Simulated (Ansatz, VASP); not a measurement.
# TiB2: VASP beside Ansatz

Wanted: the spread between two codes on one cell, functional and k mesh. The structure shown comes from an earlier Ansatz run, which isn't shown and may have moved the atoms alone.

Calculated with Ansatz 0.2.0; plane waves, with VASP 6.6.1 beside it; elastic constants at PBE.

## Step 1: Set-up

Symmetry: P6/mmm, No. 191, hexagonal system. The conventional cell has a = 3.033 Å, b = 3.033 Å, c = 3.224 Å, α = 90.00°, β = 90.00°, γ = 120.00°. Ti has 12 B at 2.38 Å nearest. Nearest to B lie 3 B at 1.75 Å and 6 Ti at 2.38 Å. Farther neighbours are not listed.

## Step 2: Ansatz: elastic constants, PBE

Ansatz runs on its PAW soft_1 files.

Elastic constants are differences of stresses under small strains, so they test the stress and the mesh.

Contents of input.yaml:

```yaml
crystal:
  lattice:
    - [3.0326117285, 0.0, 0.0]
    - [-1.5163058643, 2.6263187967, 0.0]
    - [0.0, 0.0, 3.2239996925]
  atoms:
    - { symbol: Ti, position: [0.0, 0.0, 0.0] }
    - { symbol: B, position: [0.3333333333, 0.6666666667, 0.5] }
    - { symbol: B, position: [0.6666666667, 0.3333333333, 0.5] }
kpoints:
  mp_grid: { grid: [21, 21, 16] }
hamiltonian:
  xc: pbe
  pseudopotentials: { kind: paw, azcp: { folder: soft_1 } }
scf:
  occupations: { method: fermi_dirac, width: 0.15 }
output:
  forces: true
  stress: true
  eigenvalues: true
elastic:
  mode: relaxed_ion
  amplitude: 0.01
  stencil: two_point
```

On the command line:

```
$ ansatz run input.yaml --threads 4 --pin off --max-ram 15360MiB --backend cpu --events-out ev --progress --plain --runs-dir out
```

Numbers of over 12 decimals in the logs are rounded to 6 here.

Log:

```text
band count auto-derived: 14 (N_el = 18.0; filled up to band 9; 13 by the electrons, moments and atoms)
Engine: ansatz 0.2.0, aarch64-unknown-linux-gnu
Pseudopotentials: kind: paw
Pseudopotential: Ti, paw, valence charge 12, recommended cutoff 420 eV (normal), soft_1/Ti.paw.azcp
Pseudopotential: B, paw, valence charge 3, recommended cutoff 420 eV (normal), soft_1/B.paw.azcp
Functional definition: PBE
  parameter kappa = 0.804
  parameter beta = 0.066725
  exchange = pbe_x(kappa = kappa, mu = beta*pi^2/3)
  correlation = pbe_c(beta = beta)
Crystal: 3 atoms, lattice volume = 25.678 Å³
Basis set: ecut = 420 eV, 503 PW (Γ), exchange–correlation on 48×48×48 points (8 copies of the dense FFT grid, shifted against one another)
Bands: 14, of which v1, the nominal top of the filled ones, is band 9 counted from 1 (8 counted from 0)
Symmetry: 24 space group operations
Space group: P6/mmm (ITA 191), of the structure as read, at distance tolerance 3.0e-5 Å
k-points: 432 of 7056
Non-local potential: Ti, projectors of the file, l = 0: 3, l = 1: 2, l = 2: 3, l = 3: 1
Non-local potential: B, projectors of the file, l = 0: 2, l = 1: 2, l = 2: 1
PAW form: soft (Blöchl's): semilocal exchange-correlation on the pseudo side does not see the compensation charge
PAW one-centre angular grid: Ti, 590 points (default); XC on 64 Gauss nodes
PAW one-centre angular grid: B, 110 points (default); XC on 64 Gauss nodes
Initial density: superposition of atomic densities (chi_scale 0.1, normalization cell, long waves kept (reshape's long-wave potential 0.00 eV rms))
Initial wavefunctions: pseudopotential atomic-orbital guess
Functional: x = pbe(κ = 0.804, μ = 0.219515), c = pbe(β = 0.066725)
SCF iter   1: F=—  HF=-2815.932229 eV  |F-HF|=—  |Δ(HF+E_count)|=         —  Δρ=1.07e-1  dr2=4.73e0  ethr=3.10e-3  ⟨swp⟩=4.6  Hψ=28847  notcnv=0
preconditioner: auto → none  [metal: Δε(μ)=0.019 eV  Ē_g=10.031 eV  σ=0.150 eV  W_gap=0.03  n_scr=8 (ndim 8)  ℏωp=23.2 eV  f_vac=0.000  D(μ)=0.38/eV (n_scr^D=0)  sad-step TF]
SCF iter   2: F=—  HF=-2815.360459 eV  |F-HF|=—  |Δ(HF+E_count)|=   5.72e-1  Δρ=7.69e-2  dr2=2.60e0  ethr=3.10e-3  ⟨swp⟩=2.0  Hψ=11404  notcnv=0
SCF iter   3: F=—  HF=-2814.713311 eV  |F-HF|=—  |Δ(HF+E_count)|=   6.47e-1  Δρ=6.94e-3  dr2=1.71e-2  ethr=3.10e-3  ⟨swp⟩=3.0  Hψ=11457  notcnv=0
SCF iter   4: F=—  HF=-2814.711555 eV  |F-HF|=—  |Δ(HF+E_count)|=   1.76e-3  Δρ=8.58e-4  dr2=1.45e-4  ethr=9.51e-5  ⟨swp⟩=1.8  Hψ=10081  notcnv=0
SCF iter   5: F=—  HF=-2814.711600 eV  |F-HF|=—  |Δ(HF+E_count)|=   4.53e-5  Δρ=1.77e-4  dr2=5.91e-6  ethr=8.07e-7  ⟨swp⟩=2.1  Hψ=8408  notcnv=0
SCF iter   6: F=—  HF=-2814.711587 eV  |F-HF|=—  |Δ(HF+E_count)|=   1.32e-5  Δρ=5.52e-5  dr2=6.97e-7  ethr=3.28e-8  ⟨swp⟩=2.0  Hψ=9742  notcnv=0
SCF iter   7: F=—  HF=-2814.711586 eV  |F-HF|=—  |Δ(HF+E_count)|=   1.13e-6  Δρ=3.69e-6  dr2=1.63e-9  ethr=3.87e-9  ⟨swp⟩=2.2  Hψ=9218  notcnv=0
SCF iter   8: F=—  HF=-2814.711586 eV  |F-HF|=—  |Δ(HF+E_count)|=  2.26e-10  Δρ=4.93e-7  dr2=2.88e-11  ethr=9.07e-12  ⟨swp⟩=2.3  Hψ=9794  notcnv=0
SCF iter   9: F=—  HF=-2814.711586 eV  |F-HF|=—  |Δ(HF+E_count)|=  2.14e-11  Δρ=5.64e-8  dr2=2.53e-13  ethr=1.60e-13 (applied; sched 1.00e-12)  ⟨swp⟩=2.2  Hψ=8116  notcnv=0
SCF iter  10: F=-2814.711586 eV  HF=-2814.711586 eV  |F-HF|=4.55e-13  |Δ(HF+E_count)|=  4.55e-13  Δρ=3.67e-9  dr2=3.32e-15  ethr=1.00e-12  ⟨swp⟩=4.0  Hψ=17185  notcnv=0
the search or the solves at the SCF's close seem to have found levels that the self-consistency loop had missed (the run counts 2). By its estimate they hold under 1e-12 electrons; where the run keeps them, the occupations were computed again with them
SCF 1 converged in 10 iterations: F = -2814.711586 eV  dr2 = 3.32e-15
  greatest PAW one-centre occupation: 0.999 electrons in one spin orbital (limit 2), on the Ti atom at site 0 (counted from 0), in its partial waves of l = 0
Crystal: 3 atoms, lattice volume = 25.421 Å³
Basis set: ecut = 420 eV, 499 PW (Γ), exchange–correlation on 48×48×48 points (8 copies of the dense FFT grid, shifted against one another)
Symmetry: 8 space group operations
k-points: 1089 of 7056
Initial density: handed on by an earlier stage of this run
Initial wavefunctions: pseudopotential atomic-orbital guess (no wavefunctions were taken with the density)
[...]
preconditioner: auto → none  [metal: Δε(μ)=0.007 eV  Ē_g=9.037 eV  σ=0.150 eV  W_gap=0.01  n_scr=8 (ndim 8)  ℏωp=23.3 eV  f_vac=0.000  D(μ)=0.37/eV (n_scr^D=0)]
[...]
SCF 19 converged in 8 iterations: F = -2814.709520 eV  dr2 = 1.78e-19
relax step   3: F+E_penalty+E_count = -2814.70951976 eV  Δ(F+E_penalty+E_count) = -2.896e-9 eV  max|allowed force component| = 3.219e-6 eV/Å  Δτ_max = 0.0000 Å  (8 SCF iters, accepted)
[...]
SCF iter   6: F=—  HF=-2814.709520 eV  |F-HF|=—  |Δ(HF+E_count)|=  9.09e-13  Δρ=3.80e-8  dr2=1.46e-13  ethr=3.34e-15 (applied; sched 1.00e-12)  ⟨swp⟩=1.0  Hψ=26026  notcnv=0
iter 7 did not close the SCF: its close was put off for the readings that it lacked (scf_convergence_deferred on its scf_iter line)
SCF iter   7: F=-2814.709520 eV  HF=-2814.709520 eV  |F-HF|=4.55e-13  |Δ(HF+E_count)|=  4.55e-13  Δρ=1.49e-8  dr2=2.22e-14  ethr=8.11e-16 (applied; sched 1.00e-12)  ⟨swp⟩=1.1  Hψ=26289  notcnv=0
iter 8 did not close the SCF: its close was put off for the readings that it lacked (scf_convergence_deferred on its scf_iter line)
SCF iter   8: F=-2814.709520 eV  HF=-2814.709520 eV  |F-HF|=4.55e-13  |Δ(HF+E_count)|=  4.55e-13  Δρ=4.19e-9  dr2=1.64e-15  ethr=5.56e-16 (applied; sched 1.00e-12)  ⟨swp⟩=1.0  Hψ=26026  notcnv=0
iter 9 did not close the SCF: its close was put off for the readings that it lacked (scf_convergence_deferred on its scf_iter line)
SCF iter   9: F=-2814.709520 eV  HF=-2814.709520 eV  |F-HF|=4.55e-13  |Δ(HF+E_count)|=    0.00e0  Δρ=1.45e-9  dr2=1.91e-16  ethr=5.56e-16 (applied; sched 1.00e-12)  ⟨swp⟩=1.0  Hψ=26026  notcnv=0
iter 10 did not close the SCF: its close was put off for the readings that it lacked (scf_convergence_deferred on its scf_iter line)
SCF iter  10: F=-2814.709520 eV  HF=-2814.709520 eV  |F-HF|=4.55e-13  |Δ(HF+E_count)|=  4.55e-13  Δρ=2.64e-11  dr2=1.27e-19  ethr=5.56e-16 (applied; sched 1.00e-12)  ⟨swp⟩=1.0  Hψ=26026  notcnv=0
SCF iter  11: F=-2814.709520 eV  HF=-2814.709520 eV  |F-HF|=9.09e-13  |Δ(HF+E_count)|=  4.55e-13  Δρ=9.46e-12  dr2=1.89e-20  ethr=1.00e-12  ⟨swp⟩=1.0  Hψ=59488  notcnv=0
SCF 20 converged in 11 iterations: F = -2814.709520 eV  dr2 = 1.89e-20
SCF converged after 10 iterations
Free energy (F): -2814.711586 eV
Harris-Foulkes:  -2814.711586 eV  (|F-HF|=4.55e-13)
Internal energy: -2814.680870 eV  (E = F + TS)
E sigma→0 (E₀):  -2814.696228 eV
Entropy (-TS):   -0.030716 eV (-10.239 meV/atom)
Fermi energy:    15.085686 eV
--- Per-component energies (eV) ---
  E_band       = -95.088174
  E_kinetic    = 383.419440
  E_local      = -841.057817  (includes V_loc(G=0)·N_el)
  E_nonlocal   = 75.644133
  E_hartree    = 345.771987
  E_xc         = -184.485000
  E_vxc        = -226.378526  (∫ρ·V_xc dr)
  E_paw        = -1198.200937  (= ΣΔE_a)
  E_vpaw       = -178.259304  (= ΣTr[D̂ρ^β])
  E_aug_tail   = -0.000076  (compensation charges beyond the density's cutoff)
  E_ewald      = -1395.772600
  E_smearing   = -0.030716  (= −TS)
  E_closure    = 0.000000  (closes the sum)
  Σ components = -2814.711586   (vs F -2814.711586, Δ=0.00e0)
--- Forces (eV/Å), atoms counted from 1 ---
  atom   1  Ti    -0.00000000    -0.00000000     0.00000000
  atom   2  B     -0.00000000    -0.00000000     0.00000000
  atom   3  B      0.00000000     0.00000000     0.00000000
  max |Σ_I F_I| component: 1.85e-17 eV/Å
--- Stress (GPa, compression-positive) ---
        0.000841      -0.000000       0.000000
       -0.000000       0.000841       0.000000
        0.000000       0.000000      -0.001165
  P = ⅓ Tr σ = 0.0002 GPa (0.002 kbar)
--- Band table (eV; the first three rows and the last of 432) ---
  k-point 0: bands = [... 5 lower, 12.4669, 12.4669, 12.7870, 12.9835, 16.9872, 16.9872, 18.7536, 18.7536, ... 1 higher]
  k-point 1: bands = [... 5 lower, 12.0825, 12.5084, 12.5084, 13.6320, 16.8472, 16.8472, 18.6621, 18.6621, ... 1 higher]
  k-point 2: bands = [... 5 lower, 11.2500, 12.6320, 12.6320, 14.3090, 16.5059, 16.5059, 18.3989, 18.3989, ... 1 higher]
  k-point 431: bands = [... 5 lower, 6.5197, 9.3706, 11.9198, 11.9198, 17.6134, 19.3332, 19.3332, 19.5840, ... 1 higher]
--- Elastic constants: 3 strain directions × 2 members + reference (group order 24) ---
  dense FFT box of the reference and of every strained cell: 24×24×24
  strains applied: 11, 33, 23; error gains: componentwise 1.00 (the most a stress slope's error grows in a printed constant), spectral 1.41 (1 for all six strains in a standard setting)
  C = ∂σ_k/∂η_j (tension-positive GPa; Voigt order 11 22 33 23 13 12):
       650.918     66.644    101.522      0.000      0.000     -0.000
        66.644    650.918    101.522      0.000      0.000      0.000
       101.533    101.533    452.970      0.000      0.000      0.000
         0.000      0.000      0.000    257.664     -0.000      0.000
         0.000      0.000      0.000      0.000    257.664      0.000
         0.000     -0.000     -0.000      0.000      0.000    292.137
  reference stress σ⁰ (GPa):     -0.001     -0.001      0.001     -0.000     -0.000      0.000
  C* (energy form; C + prestress term) asymmetry max|C*_kj − C*_jk| = 1.278e-2 GPa — a small one proves nothing (zero by symmetry where the batch's group is 432, −43m or m−3m); a large one is finite-difference/SCF noise where every solve meets its electron count
  moduli (Voigt/Reuss/Hill, GPa): K = 254.91/250.06/252.48   G = 260.50/254.68/257.59   E = 576.66   ν = 0.119
  mechanically stable: yes (min eigenvalue of sym C = 257.66 GPa)
  the stresses are not corrected for the forces that the relaxations left standing (`elastic.f_tol`)
  strain η (Voigt 11):  stress-route row diagonal C_11 = 650.92 GPa, energy-path curvature d²(F+E_count+ΔE)/dδ²/Ω₀ = 650.83 GPa
         δ    σ_11 (GPa)             F (eV)   n_scf  n_hpsi   n_pw
    -1.000e-2      -6.6970       -2814.7062664      11  294043    511   relax 4 steps, max|allowed force component| 4.90e-5 eV/Å
     1.000e-2       6.3213       -2814.7064693      11  294053    517   relax 3 steps, max|allowed force component| 2.77e-6 eV/Å
  strain η (Voigt 33):  stress-route row diagonal C_33 = 452.97 GPa, energy-path curvature d²(F+E_count+ΔE)/dδ²/Ω₀ = 452.91 GPa
         δ    σ_33 (GPa)             F (eV)   n_scf  n_hpsi   n_pw
    -1.000e-2      -4.6460       -2814.7078964       7  100982    513   relax 0 steps, max|allowed force component| 2.71e-16 eV/Å
     1.000e-2       4.4134       -2814.7080120       6   91473    519   relax 0 steps, max|allowed force component| 8.02e-17 eV/Å
  strain η (Voigt 23):  stress-route row diagonal C_44 = 257.66 GPa, energy-path curvature d²(F+E_count+ΔE)/dδ²/Ω₀ = 257.66 GPa
         δ    σ_23 (GPa)             F (eV)   n_scf  n_hpsi   n_pw
    -1.000e-2      -2.5766       -2814.7095198      11  503822    513   relax 3 steps, max|allowed force component| 3.22e-6 eV/Å
     1.000e-2       2.5766       -2814.7095198      11  503790    513   relax 3 steps, max|allowed force component| 3.22e-6 eV/Å
```

[end of part 1 of 2]

[Lines on the potential files, build, host, timing and source positions are cut from VASP's logs without a mark.]

[Logs are printed without paths, hosts, clocks, repeated set-up lines and the standing remarks that a program may print on its own settings, such as how far it seeks lower states.]

[Hosts, paths, dates, database ids (printed as entryN), source tags and the programs' standing remarks are cut or masked in the printed files.]
